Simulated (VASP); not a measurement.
Here is the system:

```xyz
2
Lattice="1.3228 -2.2911 0.0000 1.3228 2.2911 0.0000 0.0000 0.0000 4.6415" Properties=species:S:1:pos:R:3 pbc="T T T"
Zn     1.3228     0.7637     1.1604
Zn     1.3228    -0.7637     3.4811
```

Calculation: AM05 GGA, VASP's PBE PAW potentials (set 64) (plane waves; VASP). Numerical set-up: 520 eV cut-off, Gaussian smearing of 0.050 eV, potentials Zn.

Task: Estimate the band gap (along the path) with the smallest direct gap where there is one.

Result: 
```json
{
  "band gap (along the path)": "none (metal, semimetal or under 0.01 eV)"
}
```

Total energies compare only between runs with the same potentials, cut-off and functional.

The compound is Zn in the hcp structure. It was relaxed first, which changed the volume by -7 %.
